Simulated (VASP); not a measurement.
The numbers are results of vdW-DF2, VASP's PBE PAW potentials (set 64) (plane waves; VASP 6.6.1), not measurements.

VASP input:

**INCAR**
```
! general
SYSTEM   = TiAl
PREC     = Accurate
ENCUT    = 520
LREAL    = .FALSE.
LASPH    = .TRUE.

! electronic loop
EDIFF    = 1E-6
NELM     = 100
ALGO     = Normal
LMAXMIX  = 4

! smearing
ISMEAR   = 1
SIGMA    = 0.1

! functional
GGA      = ML
LUSE_VDW = .TRUE.
AGGAC    = 0.0
ZAB_VDW  = -1.8867

! ions
IBRION   = 2
NSW      = 60
ISIF     = 3
EDIFFG   = -0.01

! output
LWAVE    = .FALSE.
LCHARG   = .FALSE.
```

### KPOINTS
```
Automatic
0
Gamma
12 12 8
```

**POSCAR**
```
TiAl
1
    2.8300000000     0.0000000000     0.0000000000
    0.0000000000     2.8300000000     0.0000000000
    0.0000000000     0.0000000000     4.0700000000
Ti Al
1 1
Direct
  0.0000000000   0.0000000000   0.0000000000
  0.5000000000   0.5000000000   0.5000000000
```

POTCAR, in this order: Ti_sv Al (PBE.64 set). Program: vasp_std.

Energy and stress use the plane-wave basis of the starting cell.

Question: Predict the energy per atom (σ→0), volume per atom, band gap (on the k-mesh).

Answer: 
```yaml
energy per atom (σ→0): -3.439 eV/atom
band gap (on the k-mesh): none (metal, semimetal or under 0.01 eV)
volume_per_atom: 16.67 Å³/atom
```

**OSZICAR**
```
...
DAV:   2    -0.688479947742E+01    0.41511E-01   -0.39078E-01  3767   0.752E+00    0.492E-01
DAV:   3    -0.687745722695E+01    0.73423E-02   -0.43820E-02  3629   0.206E+00    0.171E-01
DAV:   4    -0.687761898862E+01   -0.16176E-03   -0.63216E-03  3522   0.685E-01    0.988E-02
DAV:   5    -0.687817172681E+01   -0.55274E-03   -0.81491E-04  4624   0.189E-01    0.563E-02
DAV:   6    -0.687842882226E+01   -0.25710E-03   -0.66552E-04  4758   0.134E-01    0.250E-02
DAV:   7    -0.687843979195E+01   -0.10970E-04   -0.36985E-05  3724   0.497E-02    0.185E-03
DAV:   8    -0.687843999785E+01   -0.20590E-06   -0.32646E-06  3705   0.138E-02
   3 F= -.68784400E+01 E0= -.68786864E+01  d E =-.567000E-02
```

The compound is TiAl in the L1_0 structure. This run relaxes it. Symmetry was kept, so distortions that lower it aren't found. The electron count is odd and the run is not spin-polarised, which forces a metal.
